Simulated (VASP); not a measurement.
A convergence study with VASP on HgTe (space group no. 216 when undisturbed): one setting is varied, all else stays as given below, so the limit is that of these other settings. One atom is moved off its site, so that forces are finite.

```yaml
crystal:
  lattice:
    - [0.00000, 3.21385, 3.21385]
    - [3.21385, 0.00000, 3.21385]
    - [3.21385, 3.21385, 0.00000]
  atoms:
    - { symbol: Hg, position: [0.00449, 0.00449, 0.00449] }
    - { symbol: Te, position: [0.25000, 0.25000, 0.25000] }
```

Calculation: PBEsol GGA, VASP's PBE PAW potentials (set 64) (plane waves; VASP). The tightest run used: 300 eV cut-off, 17×17×17 Γ-centred mesh, Fermi-Dirac smearing of 0.010 eV, potentials Hg Te.

### Question
The settings run are 2×2×2 mesh; 3×3×3 mesh; 4×4×4 mesh; 5×5×5 mesh; 6×6×6 mesh; 8×8×8 mesh; 9×9×9 mesh; 10×10×10 mesh; 12×12×12 mesh; 13×13×13 mesh; 14×14×14 mesh; 16×16×16 mesh; 17×17×17 mesh. From which on does the energy per atom stay within 0.002 eV/atom of the tightest run?

### Answer
From 8×8×8 mesh on: it is off by 0.0015 there and by no more than 0.002 in any finer run, while 6×6×6 mesh is off by 0.0071.
```json
[
 {"setting": "2×2×2 mesh", "E (eV/atom)": "-1.4457", "pressure (GPa)": "7.31", "largest force (eV/Å)": "0.220", "irreducible k-points": "4", "difference judged (eV/atom)": "0.7332"},
 {"setting": "3×3×3 mesh", "E (eV/atom)": "-2.0081", "pressure (GPa)": "3.16", "largest force (eV/Å)": "0.223", "irreducible k-points": "6", "difference judged (eV/atom)": "0.1708"},
 {"setting": "4×4×4 mesh", "E (eV/atom)": "-2.1280", "pressure (GPa)": "2.18", "largest force (eV/Å)": "0.228", "irreducible k-points": "13", "difference judged (eV/atom)": "0.0509"},
 {"setting": "5×5×5 mesh", "E (eV/atom)": "-2.1610", "pressure (GPa)": "1.87", "largest force (eV/Å)": "0.230", "irreducible k-points": "19", "difference judged (eV/atom)": "0.0179"},
 {"setting": "6×6×6 mesh", "E (eV/atom)": "-2.1717", "pressure (GPa)": "1.76", "largest force (eV/Å)": "0.232", "irreducible k-points": "32", "difference judged (eV/atom)": "0.0071"},
 {"setting": "8×8×8 mesh", "E (eV/atom)": "-2.1774", "pressure (GPa)": "1.70", "largest force (eV/Å)": "0.233", "irreducible k-points": "65", "difference judged (eV/atom)": "0.0015"},
 {"setting": "9×9×9 mesh", "E (eV/atom)": "-2.1781", "pressure (GPa)": "1.69", "largest force (eV/Å)": "0.233", "irreducible k-points": "85", "difference judged (eV/atom)": "0.0008"},
 {"setting": "10×10×10 mesh", "E (eV/atom)": "-2.1785", "pressure (GPa)": "1.69", "largest force (eV/Å)": "0.233", "irreducible k-points": "116", "difference judged (eV/atom)": "0.0004"},
 {"setting": "12×12×12 mesh", "E (eV/atom)": "-2.1788", "pressure (GPa)": "1.68", "largest force (eV/Å)": "0.233", "irreducible k-points": "189", "difference judged (eV/atom)": "0.0001"},
 {"setting": "13×13×13 mesh", "E (eV/atom)": "-2.1788", "pressure (GPa)": "1.68", "largest force (eV/Å)": "0.233", "irreducible k-points": "231", "difference judged (eV/atom)": "0.0000"},
 {"setting": "14×14×14 mesh", "E (eV/atom)": "-2.1789", "pressure (GPa)": "1.68", "largest force (eV/Å)": "0.233", "irreducible k-points": "288", "difference judged (eV/atom)": "0.0000"},
 {"setting": "16×16×16 mesh", "E (eV/atom)": "-2.1789", "pressure (GPa)": "1.68", "largest force (eV/Å)": "0.233", "irreducible k-points": "417", "difference judged (eV/atom)": "0.0000"},
 {"setting": "17×17×17 mesh", "E (eV/atom)": "-2.1789", "pressure (GPa)": "1.68", "largest force (eV/Å)": "0.233", "irreducible k-points": "489", "difference judged (eV/atom)": "0.0000"}
]
```

Left out are rungs that failed or repeat a setting and relaxations that didn't move; long series are thinned to 24 rows.

The structure is a typed HgTe crystal (space group no. 216). The cell was not relaxed at this level, it is distorted from the ideal structure.
